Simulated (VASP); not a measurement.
CdTe (zinc blende):

```yaml
crystal:
  lattice:
    - [0.00000, 3.24000, 3.24000]
    - [3.24000, 0.00000, 3.24000]
    - [3.24000, 3.24000, 0.00000]
  atoms:
    - { symbol: Cd, position: [0.00000, 0.00000, 0.00000] }
    - { symbol: Te, position: [0.25000, 0.25000, 0.25000] }
```

The lowest empty band near Γ, direction [100], from mBJ (TB09) with spin-orbit coupling in VASP (PAW); its two spin partners are averaged. The gap over the points computed is 1.56 eV, and the next band on that side lies 3.15 eV away at the edge.

Run with 400 eV cut-off, 8×8×8 Γ-centred mesh, Gaussian smearing of 0.050 eV, potentials Cd Te.

```csv
distance from the edge in k (1/Å),distance in energy (meV)
0.012,4.0
0.018,9.0
0.025,17.3
0.035,33.6
0.050,67.3
0.070,127.4
```

Task: Fit E(1 + αE) = ħ²k²/2m* (ħ²/2m0 = 3.810 eV Å²) and predict the row at 0.095 1/Å.

Result: Least squares on the energies gives the electron mass m* = 0.136 m0 and α = 0.60 per eV, and so 222.8 meV. The run gave 222.5 meV, -0.3 meV from the fit.

Left out are points under 3 meV from the edge, since the levels carry 0.1 meV, and points farther than half the way to the next band.

The compound is CdTe in the zinc blende structure. The cell was not relaxed at this level.
